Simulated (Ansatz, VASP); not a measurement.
Two plane-wave programs on ZnRe2

File INCAR:

```
PREC     = Accurate       # precision mode
ENCUT    = 520            # plane-wave cutoff, eV
EDIFF    = 1E-6           # SCF threshold, eV
ISMEAR   = -1             # smearing method
SIGMA    = 0.05           # smearing width, eV
LREAL    = F              # projectors in reciprocal space
LASPH    = T              # aspherical terms in the spheres
NELM     = 100            # most SCF steps
ALGO     = Fast           # electronic algorithm
ISIF     = 2              # what is computed and relaxed
LWAVE    = F              # write WAVECAR
LCHARG   = F              # write CHGCAR
LMAXMIX  = 4              # l up to which the mixer works
GGA      = RE             # functional
NBANDS   = 20             # bands
```

Contents of KPOINTS:

```
Automatic mesh
0
Gamma
  8 8 8
```

Contents of POSCAR:

```
ZnRe2
1.0
    0.0000000000      2.8955600000      2.8955600000
    2.8955600000      0.0000000000      2.8955600000
    2.8955600000      2.8955600000      0.0000000000
Zn Re
1 2
Direct
    0.0000000000      0.0000000000      0.0000000000
    0.7500000000      0.7500000000      0.7500000000
    0.2500000000      0.2500000000      0.2500000000
```

Contents of KPOINTS_OPT:

```
path GXWKGLUWLK,UX
20
line-mode
reciprocal
 0.0000000000  0.0000000000  0.0000000000  G
 0.5000000000  0.0000000000  0.5000000000  X

 0.5000000000  0.0000000000  0.5000000000  X
 0.5000000000  0.2500000000  0.7500000000  W

 0.5000000000  0.2500000000  0.7500000000  W
 0.3750000000  0.3750000000  0.7500000000  K

 0.3750000000  0.3750000000  0.7500000000  K
 0.0000000000  0.0000000000  0.0000000000  G

 0.0000000000  0.0000000000  0.0000000000  G
 0.5000000000  0.5000000000  0.5000000000  L

 0.5000000000  0.5000000000  0.5000000000  L
 0.6250000000  0.2500000000  0.6250000000  U

 0.6250000000  0.2500000000  0.6250000000  U
 0.5000000000  0.2500000000  0.7500000000  W

 0.5000000000  0.2500000000  0.7500000000  W
 0.5000000000  0.5000000000  0.5000000000  L

 0.5000000000  0.5000000000  0.5000000000  L
 0.3750000000  0.3750000000  0.7500000000  K

 0.6250000000  0.2500000000  0.6250000000  U
 0.5000000000  0.0000000000  0.5000000000  X
```

input.yaml

```yaml
crystal:
  lattice:
    - [0.0, 2.89556, 2.89556]
    - [2.89556, 0.0, 2.89556]
    - [2.89556, 2.89556, 0.0]
  atoms:
    - { symbol: Zn, position: [0.0, 0.0, 0.0] }
    - { symbol: Re, position: [0.75, 0.75, 0.75] }
    - { symbol: Re, position: [0.25, 0.25, 0.25] }
hamiltonian:
  xc: revpbe
  pseudopotentials: { kind: paw }
kpoints:
  mp_grid: { grid: [8, 8, 8] }
  band_path:
    path:
      - [[0.0, 0.0, 0.0], [0.5, 0.0, 0.5], [0.5, 0.25, 0.75], [0.375, 0.375, 0.75], [0.0, 0.0, 0.0], [0.5, 0.5, 0.5], [0.625, 0.25, 0.625], [0.5, 0.25, 0.75], [0.5, 0.5, 0.5], [0.375, 0.375, 0.75]]
      - [[0.625, 0.25, 0.625], [0.5, 0.0, 0.5]]
    npoints: 14
scf:
  occupations: { method: fermi_dirac, width: 0.05 }
  n_extra_bands: 7
output:
  forces: true
  stress: true
  eigenvalues: true
  fatbands: false
```

The cell was built by a generator and needn't be a form met in nature.

Alike in both runs: task band structure; functional revPBE; k mesh 8 × 8 × 8; occupations fermi-dirac, width 0.05 eV; no spin polarisation.

|  | VASP | Ansatz |
| --- | --- | --- |
| version | VASP 6.6.1 | Ansatz 0.2.0 |
| potentials or method | VASP PAW PBE potentials, release 64 (Zn, Re) | Ansatz PAW |
| plane-wave cutoff (eV) | 520 | 420 |
| valence electrons in the cell | 26 | 42 |

Ansatz gave:

| Item | Value |
| --- | --- |
| gap on the k mesh at the Fermi level (eV) | none |
| pressure (GPa) | 2.5 |

Task: Estimate VASP's values.

Result: gap on the k mesh at the Fermi level (eV): none; pressure (GPa): 2.8.

A gap of «none» marks a metal or a gap that the smearing closes. The functional is the same, so the differences come from potentials, cutoffs and numerics. The two sets of potentials don't hold the same shells in valence.

Caveats: spin-orbit coupling is left out, which moves the levels of the heavy elements; the PAW data sets were made with another functional, which shifts forces and pressure a little (VASP); the PAW data sets come from PBE, with cores solved anew for the run's functional, which leaves a small shift of forces and pressure (Ansatz).
